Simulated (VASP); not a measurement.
Data:

```
DyNiAs
1.0
    3.98488     0.00000     0.00000
   -1.99244     3.45101     0.00000
    0.00000     0.00000     3.85683
Dy Ni As
1 1 1
Cartesian
  1.99244   1.15033   1.92842
  0.00000   2.30067   0.00000
  0.00000   0.00000   3.85683
```

Calculation: PBEsol GGA, VASP's PBE PAW potentials (set 64) (plane waves; VASP). Run with 400 eV cut-off, Gaussian smearing of 0.050 eV, potentials Dy_3 Ni As.

The 4f electrons are frozen in the core of the lanthanide potential, so 4f levels, which can set the real gap, and their magnetism are missing.

Problem. Estimate the band gap (along the path) with the smallest direct gap where there is one.

Solution. 
band gap (along the path): none (metal, semimetal or under 0.01 eV)

The absolute energy has meaning only against runs of the same code, potentials and settings.

The structure comes from a computed database's DyNiAs entry (P-6m2); how it stands against other phases isn't given here. It was relaxed first. The run is not spin-polarised, so no magnetic state was tried.
